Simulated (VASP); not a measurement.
VASP ran on this input.

File POSCAR:
```
Cd
1.0
  1.4907072738  -2.5819810456   0.0000000000
  1.4907072738   2.5819810456   0.0000000000
  0.0000000000   0.0000000000   5.9167343727
Cd
2
Cart
  1.4907072738   0.8606620699   1.4791835932
  1.4907072738  -0.8606620699   4.4375507795
```

### INCAR
```
SYSTEM = Cd
PREC = Accurate; ENCUT = 520; LREAL = .False.
LASPH = .True.
EDIFF = 1E-7; NELM = 100; ALGO = Normal
LMAXMIX = 4
ISMEAR = 1; SIGMA = 0.1
GGA = RE
IBRION = 2; NSW = 30; ISIF = 4
EDIFFG = -0.01
LWAVE = .False.; LCHARG = .False.
```

KPOINTS:
```
Automatic mesh
0
Gamma
14 14 6
0 0 0
```

POTCAR, in this order: Cd (PBE.64 set). Program: vasp_std.

**Question.** Translate this revPBE calculation to Quantum ESPRESSO's pw.x.

**Answer.** One equivalent input (not run):
```
&CONTROL
  calculation = 'vc-relax'
  pseudo_dir = './pseudo'
  outdir = './out'
  tprnfor = .true.
  tstress = .true.
  nstep = 30
  forc_conv_thr = 0.00039
/
&SYSTEM
  ibrav = 0
  nat = 2
  ntyp = 1
  ecutwfc = 102
  occupations = 'smearing'
  smearing = 'methfessel-paxton'
  degauss = 0.00735
  input_dft = 'revpbe'
/
&ELECTRONS
  conv_thr = 7.3e-09
  electron_maxstep = 100
/
&IONS
/
&CELL
  cell_dofree = 'shape'
/
ATOMIC_SPECIES
  Cd 112.414 Cd.upf
CELL_PARAMETERS angstrom
     1.4907073   -2.5819810    0.0000000
     1.4907073    2.5819810    0.0000000
     0.0000000    0.0000000    5.9167344
ATOMIC_POSITIONS crystal
  Cd   0.3333330  0.6666670  0.2500000
  Cd   0.6666670  0.3333330  0.7500000
K_POINTS automatic
  14 14 6 0 0 0
```
Limits of the translation: the potentials are each code's own (VASP's PAW set, PseudoDojo norm-conserving files in pw.x), so ENCUT and ecutwfc are chosen apart and not converted; conv_thr bounds pw.x's estimated SCF error, while EDIFF bounds the energy change between steps; forc_conv_thr acts on force components and is met together with etot_conv_thr.

The compound is Cd in the hcp structure. This cell is one point of a volume scan, at 0.94 of the reference volume. Symmetry was kept, so distortions that lower it aren't found.
